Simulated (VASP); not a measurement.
All values below come from PBEsol GGA, VASP's PBE PAW potentials (set 64) (plane waves; VASP).

VASP ran on this input.

**INCAR**
```
SYSTEM = Be
PREC = Accurate
ENCUT = 400
EDIFF = 1E-6
NELM = 100
ALGO = Normal
LREAL = .FALSE.
LASPH = .TRUE.
ISMEAR = 1
SIGMA = 0.1
GGA = PS
LWAVE = .FALSE.
LCHARG = .FALSE.
IBRION = 2
ISIF = 3
NSW = 60
EDIFFG = -0.01
```

KPOINTS:
```
Automatic mesh
0
Gamma
17 17 9
0 0 0
```

**POSCAR**
```
Be
1
    1.1301213818    -1.9574274841    -0.0000000000
    1.1301213818     1.9574274841     0.0000000000
    0.0000000000    -0.0000000000     3.5509623198
Be
2
Direct
  0.3333330000   0.6666670000   0.2500000000
  0.6666670000   0.3333330000   0.7500000000
```

POTCAR, in this order: Be (PBE.64 set). Program: vasp_std.

Q: Estimate the energy per atom (σ→0), band gap (on the k-mesh).

A: 
```json
{
 "energy per atom (σ→0)": "-3.995 eV/atom",
 "band gap (on the k-mesh)": "none (metal, semimetal or under 0.01 eV)"
}
```

### OSZICAR
```
...
DAV:   3    -0.802337744475E+01   -0.20089E-01   -0.20087E-01  2442   0.358E+00
DAV:   4    -0.802339277208E+01   -0.15327E-04   -0.15326E-04  3030   0.102E-01
DAV:   5    -0.802339278902E+01   -0.16944E-07   -0.17046E-07  2424   0.139E-03    0.125E+00
DAV:   6    -0.799986865884E+01    0.23524E-01   -0.26653E-03  2238   0.732E-01    0.760E-01
DAV:   7    -0.799001278225E+01    0.98559E-02   -0.37983E-03  2250   0.757E-01    0.145E-02
DAV:   8    -0.799001097262E+01    0.18096E-05   -0.14246E-05  3114   0.361E-02    0.610E-03
DAV:   9    -0.799001163942E+01   -0.66680E-06   -0.46091E-07  2124   0.643E-03
   1 F= -.79900116E+01 E0= -.79900874E+01  d E =-.799001E+01
```

The compound is Be in the hcp structure. It was relaxed first. The start is the result of an earlier pass.
